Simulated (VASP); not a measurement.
An input for Ansatz (written as the equivalent of a VASP run, and not itself run):

Ansatz 0.2 input:
```yaml
crystal:
  lattice:
    - [0.0000000, 3.1186636, 3.1186636]
    - [3.1186636, 0.0000000, 3.1186636]
    - [3.1186636, 3.1186636, 0.0000000]
  atoms:
    - { symbol: Mg, position: [0.2500000, 0.2500000, 0.2500000] }
    - { symbol: Mg, position: [0.7500000, 0.7500000, 0.7500000] }
    - { symbol: Ge, position: [0.0000000, 0.0000000, 0.0000000] }
kpoints:
  mp_grid: { grid: [6, 6, 6] }
hamiltonian:
  xc: pbe
  pseudopotentials: { kind: paw }
scf:
  occupations: { method: gaussian, width: 0.05 }
  max_iter: 100
relax:
  max_steps: 40
  f_tol: 0.02
  cell: { p_target: 5 }
output: { forces: true, stress: true, eigenvalues: true }
```

### Question
Write the VASP files for the same calculation (PBE).

### Answer
One answer among several that fit: 
**POSCAR**
```
Mg2Ge
1
    0.0000000000     3.1186636464     3.1186636464
    3.1186636464     0.0000000000     3.1186636464
    3.1186636464     3.1186636464     0.0000000000
Mg Ge
2 1
Direct
  0.2500000000   0.2500000000   0.2500000000
  0.7500000000   0.7500000000   0.7500000000
  0.0000000000   0.0000000000   0.0000000000
```

### INCAR
```
ALGO = Normal
EDIFF = 1E-6
EDIFFG = -0.02
ENCUT = 500
GGA = PE
IBRION = 2
ISIF = 3
ISMEAR = 0
LASPH = T
LCHARG = F
LMAXMIX = 4
LREAL = F
LWAVE = F
NELM = 100
NSW = 40
PREC = Accurate
PSTRESS = 50
SIGMA = 0.05
SYSTEM = Mg2Ge
```

File KPOINTS:
```
Regular mesh
0
G
 6 6 6
0 0 0
```

POTCAR, in this order: Mg Ge_d (PBE.64 set). Program: vasp_std.

What does not carry over: each code has its own PAW files, so the cut-off isn't converted (ENCUT is set for VASP's; basis.ecutwfc is left out, and Ansatz then takes the one that its files recommend); Ansatz stops its SCF on the density residual and VASP on the energy change (EDIFF).

The compound is Mg2Ge in the antifluorite structure. It was relaxed first under an external pressure of 5 GPa.
